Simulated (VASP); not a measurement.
Calculation: PBE GGA, VASP's PBE PAW potentials (set 64) (plane waves; VASP).

Input for VASP

File POSCAR:
```
CdS
1.0
  4.2051558542   0.0000000000   0.0000000000
 -2.1025779271   3.6417716169   0.0000000000
  0.0000000000   0.0000000000   6.8297415971
Cd S
2 2
direct
  0.3333330000   0.6666670000   0.0000000000
  0.6666670000   0.3333330000   0.5000000000
  0.3333330000   0.6666670000   0.3770000000
  0.6666670000   0.3333330000   0.8770000000
```

File KPOINTS:
```
Automatic mesh
0
Gamma
8 8 5
0 0 0
```

INCAR:
```
# general
SYSTEM =CdS
PREC   =Normal
ENCUT  =400   # plane-wave cut-off (eV)
LREAL  =F
LASPH  =T   # aspherical one-centre terms

# electronic loop
EDIFF  =1E-5   # SCF stop (eV)
NELM   =100
NELMIN =4
ALGO   =Fast   # Davidson, then RMM-DIIS
LMAXMIX=4   # l cut-off of mixed one-centre charges

# smearing
ISMEAR =0
SIGMA  =0.05

# functional
GGA    =PE   # PBE

# ions
IBRION =2
NSW    =20
ISIF   =2   # forces and stress, cell fixed
EDIFFG =-0.03

# output
LWAVE  =F
LCHARG =F
```

POTCAR, in this order: Cd S (PBE.64 set). Program: vasp_std.

The resulting files:

**OSZICAR**
```
       N       E                     dE             d eps       ncg     rms          rms(c)
DAV:   1     0.212524712406E+03    0.21252E+03   -0.15533E+04  1320   0.122E+03
DAV:   2    -0.183945244920E+01   -0.21436E+03   -0.21002E+03  1476   0.327E+02
DAV:   3    -0.132742822725E+02   -0.11435E+02   -0.11396E+02  1596   0.760E+01
DAV:   4    -0.133986561690E+02   -0.12437E+00   -0.12429E+00  1514   0.784E+00
DAV:   5    -0.134009010605E+02   -0.22449E-02   -0.22448E-02  1620   0.102E+00    0.107E+01
RMM:   6    -0.123177697812E+02    0.10831E+01   -0.25546E+00  1320   0.839E+00    0.898E+00
RMM:   7    -0.123020739894E+02    0.15696E-01   -0.97729E-01  1320   0.440E+00    0.331E+00
RMM:   8    -0.122930169564E+02    0.90570E-02   -0.65446E-02  1320   0.149E+00    0.163E+00
RMM:   9    -0.122952162679E+02   -0.21993E-02   -0.20601E-02  1320   0.103E+00    0.470E-01
RMM:  10    -0.122943751298E+02    0.84114E-03   -0.48894E-03  1337   0.485E-01    0.142E-01
RMM:  11    -0.122947423919E+02   -0.36726E-03   -0.18676E-03  1321   0.268E-01    0.119E-01
RMM:  12    -0.122946562254E+02    0.86166E-04   -0.32779E-04  1315   0.113E-01    0.220E-02
RMM:  13    -0.122946674195E+02   -0.11194E-04   -0.79357E-05  1052   0.535E-02    0.128E-02
RMM:  14    -0.122946688243E+02   -0.14048E-05   -0.15184E-05   821   0.281E-02
   1 F= -.12294669E+02 E0= -.12294669E+02  d E =-.122947E+02
```

File OUTCAR:
```
------------------------ aborting loop because EDIFF is reached ----------------------------------------
  FORCE on cell =-STRESS in cart. coord.  units (eV):
  Direction    XX          YY          ZZ          XY          YZ          ZX
  --------------------------------------------------------------------------------------
  Total       -0.2333226     -0.2333226     -0.1674785      0.0000000      0.0000000      0.0000000
  in kB       -3.5741134     -3.5741131     -2.5654913      0.0000000      0.0000000      0.0000000
  external PRESSURE =      -3.2379059 kB  Pullay stress =       0.0000000 kB
  volume of cell :      104.59
      direct lattice vectors                 reciprocal lattice vectors
     4.205155854  0.000000000  0.000000000     0.237803314  0.137295814  0.000000000
    -2.102577927  3.641771617  0.000000000     0.000000000  0.274591629  0.000000000
     0.000000000  0.000000000  6.829741597     0.000000000  0.000000000  0.146418424
  FREE ENERGIE OF THE ION-ELECTRON SYSTEM (eV)
  ---------------------------------------------------
  free  energy   TOTEN  =       -12.2946688243 eV

  energy  without entropy=      -12.2946688243  energy(sigma->0) =      -12.29466882

 reached required accuracy - stopping structural energy minimisation
```
(Selected blocks of OUTCAR.)

The compound is CdS in the wurtzite structure. It was relaxed first.
